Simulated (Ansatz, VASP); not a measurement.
# Mo (linear Mo chain, spacing 2.395 A) in two plane-wave programs, part 2 of 2

Wanted: the spread between two codes on one cell, functional and k mesh. The cell is taken from a series of runs on this material, whose earlier steps may have relaxed, scaled, displaced or heated it; both programs get it as it stands.

VASP 6.6.1 and Ansatz 0.2.0.

So far: The structure; VASP: single point, PBE, pair 1; Ansatz: single point, PBE, pair 1; Differences; VASP: single point, PBE, pair 2.

### 6. Ansatz: single point, PBE, pair 2

Level of this step: Ansatz beside VASP: Kohn-Sham DFT, plane waves, PBE (Ansatz).

The same cell, functional, mesh and smearing now go to Ansatz.

The cell is taken from a series of runs on this material, whose earlier steps may have relaxed, scaled, displaced or heated it; both programs get it as it stands.

The input, input.yaml:

```yaml
crystal:
  lattice:
    - [12.0, 0.0, 0.0]
    - [0.0, 12.0, 0.0]
    - [0.0, 0.0, 2.2034]
  atoms:
    - { symbol: Mo, position: [0.5, 0.5, 0.0] }
kpoints:
  mp_grid: { grid: [1, 1, 46] }
hamiltonian:
  xc: pbe
  pseudopotentials: { kind: paw, azcp: { folder: soft_1 } }
scf:
  occupations: { method: fermi_dirac, width: 0.05 }
  max_iter: 120
  convergence: { dr2_threshold: 1.0e-08 }
basis:
  ecutwfc: 420.0
output:
  stress: true
```

Command:

```console
> ansatz run input.yaml --threads 1 --pin off --max-ram 2560MiB --backend cpu --events-out ev --progress --plain --runs-dir out
```

Numbers of over 12 decimals in the logs are rounded to 6 here.

Output:

```text
[...]
Crystal: 1 atoms, lattice volume = 317.290 Å³
Basis set: ecut = 420 eV, 6231 PW (Γ)
Bands: 11, of which v1, the nominal top of the filled ones, is band 7 counted from 1 (6 counted from 0)
Symmetry: 16 space group operations
[...]
k-points: 24 of 46
[...]
SCF iter   1: F=—  HF=-4951.678647 eV  |F-HF|=—  |Δ(HF+E_count)|=         —  Δρ=1.56e-2  dr2=8.19e-1  ethr=3.10e-3  ⟨swp⟩=6.1  Hψ=1856  notcnv=0
[...]
SCF iter   8: F=-4951.391385 eV  HF=-4951.391385 eV  |F-HF|=1.04e-9  |Δ(HF+E_count)|=   4.17e-9  Δρ=3.75e-7  dr2=3.46e-10  ethr=7.14e-11  ⟨swp⟩=4.7  Hψ=891  notcnv=0
SCF 1 converged in 8 iterations: F = -4951.391385 eV  dr2 = 3.46e-10
[...]
SCF converged after 8 iterations
Free energy (F): -4951.391385 eV
[...]
Internal energy: -4951.376442 eV  (E = F + TS)
E sigma→0 (E₀):  -4951.383914 eV
Entropy (-TS):   -0.014943 eV (-14.943 meV/atom)
Fermi energy:    -3.280310 eV
[...]
--- Stress (GPa, compression-positive) ---
       -0.000728       0.000000       0.000000
        0.000000      -0.000728      -0.000000
        0.000000      -0.000000       0.020637
  P = ⅓ Tr σ = 0.0064 GPa (0.064 kbar)
```

### 7. Side by side

The two programs side by side:

```csv
quantity,Ansatz,VASP,difference
pressure (GPa),0.01,0.06,-0.06
```

With vacuum in the cell, a pressure given here is an average over mostly empty space and none of the material.

### 8. VASP: single point, PBE, pair 3

A single point gives forces, pressure and levels at one fixed geometry, so differences don't come from the geometry; what else differs is listed under the comparison.

The input, INCAR:

```
SYSTEM = Mo
PREC = Accurate
ENCUT = 500
EDIFF = 1E-06
NELM = 120
ISMEAR = -1
SIGMA = 0.05
LREAL = .FALSE.
ALGO = Normal
GGA = PE
NBANDS = 13
LASPH = .TRUE.
LORBIT = 11
LWAVE = .FALSE.
LCHARG = .FALSE.
ISIF = 2
GGA_COMPAT = .FALSE.
```

The input, POSCAR:

```
Mo
1.0
   12.0000000000      0.0000000000      0.0000000000
    0.0000000000     12.0000000000      0.0000000000
    0.0000000000      0.0000000000      2.2992000000
Mo
1
Direct
    0.5000000000      0.5000000000      0.0000000000
```

The input, KPOINTS:

```
Automatic mesh
0
Gamma
1 1 46
0 0 0
```

The projector-augmented-wave data sets are Mo_sv (PBE family, release 64).

Command:

```console
> mpirun -np 1 vasp_std
```

Output:

```text
[... set-up lines as in an earlier step ...]
 entering main loop
       N       E                     dE             d eps       ncg     rms          rms(c)
DAV:   1     0.485982167218E+02    0.48598E+02   -0.76381E+03  1008   0.706E+02
DAV:   2    -0.245490653342E+01   -0.51053E+02   -0.48046E+02   926   0.151E+02
DAV:   3    -0.636379064029E+01   -0.39089E+01   -0.30852E+01   820   0.257E+01
DAV:   4    -0.649162057959E+01   -0.12783E+00   -0.12343E+00   700   0.390E+00
[...]
DAV:  16    -0.619908147924E+01   -0.42025E-04   -0.31982E-06   551   0.437E-03    0.618E-04
DAV:  17    -0.619910552857E+01   -0.24049E-04   -0.56445E-06   576   0.412E-03    0.778E-04
DAV:  18    -0.619910633437E+01   -0.80581E-06   -0.10899E-07   467   0.137E-03
   1 F= -.61991063E+01 E0= -.61905869E+01  d E =-.170388E-01
```

From OUTCAR (step 8):

```text
  Total       -0.0057345     -0.0057345     -3.4978111     -0.0000000      0.0000000      0.0000000
  in kB       -0.0277504     -0.0277504    -16.9265202     -0.0000000      0.0000000      0.0000000
  external PRESSURE =      -5.6606737 kB  Pullay stress =       0.0000000 kB

  FREE ENERGIE OF THE ION-ELECTRON SYSTEM (eV)
  ---------------------------------------------------
  free  energy   TOTEN  =        -6.1991063344 eV

  energy  without entropy=       -6.1820675176  energy(sigma->0) =       -6.19058693

[... 2 parts as in an earlier step ...]

[... 2 further parts left out ...]
[key lines of the parts left out:]
E-fermi :  -3.7404
```

### 9. Ansatz: single point, PBE, pair 3

The same cell, functional, mesh and smearing now go to Ansatz.

The cell is taken from a series of runs on this material, whose earlier steps may have relaxed, scaled, displaced or heated it; both programs get it as it stands.

input.yaml, as its differences from that of step 6:

```diff
@@ -4,3 +4,3 @@
     - [0.0, 12.0, 0.0]
-    - [0.0, 0.0, 2.2034]
+    - [0.0, 0.0, 2.2992]
   atoms:
```

Command:

```console
> ansatz run input.yaml --threads 1 --pin off --max-ram 2560MiB --backend cpu --events-out ev --progress --plain --runs-dir out
```

Output:

```text
[...]
Crystal: 1 atoms, lattice volume = 331.085 Å³
Basis set: ecut = 420 eV, 6479 PW (Γ)
Bands: 11, of which v1, the nominal top of the filled ones, is band 7 counted from 1 (6 counted from 0)
Symmetry: 16 space group operations
[...]
k-points: 24 of 46
[...]
SCF iter   1: F=—  HF=-4951.594656 eV  |F-HF|=—  |Δ(HF+E_count)|=         —  Δρ=1.57e-2  dr2=8.36e-1  ethr=3.10e-3  ⟨swp⟩=5.8  Hψ=1778  notcnv=0
[...]
SCF iter   8: F=-4951.310997 eV  HF=-4951.310997 eV  |F-HF|=2.21e-9  |Δ(HF+E_count)|=   2.41e-9  Δρ=1.04e-6  dr2=3.63e-9  ethr=7.14e-11  ⟨swp⟩=5.1  Hψ=948  notcnv=0
SCF 1 converged in 8 iterations: F = -4951.310997 eV  dr2 = 3.63e-9
[...]
SCF converged after 8 iterations
Free energy (F): -4951.310997 eV
[...]
Internal energy: -4951.294087 eV  (E = F + TS)
E sigma→0 (E₀):  -4951.302542 eV
Entropy (-TS):   -0.016910 eV (-16.910 meV/atom)
Fermi energy:    -3.337452 eV
[...]
--- Stress (GPa, compression-positive) ---
       -0.000776       0.000000       0.000000
        0.000000      -0.000776       0.000000
        0.000000       0.000000      -1.790036
  P = ⅓ Tr σ = -0.5972 GPa (-5.972 kbar)
```

### 10. Differences

The two programs side by side:

```csv
quantity,Ansatz,VASP,difference
pressure (GPa),-0.60,-0.57,-0.03
```

With vacuum in the cell, a pressure given here is an average over mostly empty space and none of the material.

### 11. Summary of results

```
difference in pressure (single point, PBE, pair 1) : -0.10 GPa
difference in pressure (single point, PBE, pair 2) : -0.058 GPa
difference in pressure (single point, PBE, pair 3) : -0.031 GPa
```

**Reading.** The difference in pressure is -0.10 GPa (single point, PBE, pair 1), within the 1 GPa picked in this series as the mark of a large difference. 5 further runs of this series are not shown here. Such differences can come from data sets, numerical settings and the points named under the comparisons, not from the functional's error against experiment.

[Lines on the potential files, build, host, timing and source positions are cut from VASP's logs without a mark.]

[Logs are printed without paths, hosts, clocks, repeated set-up lines and the standing remarks that a program may print on its own settings, such as how far it seeks lower states.]

[Hosts, paths, dates, database ids (printed as entryN), source tags and the programs' standing remarks are cut or masked in the printed files.]
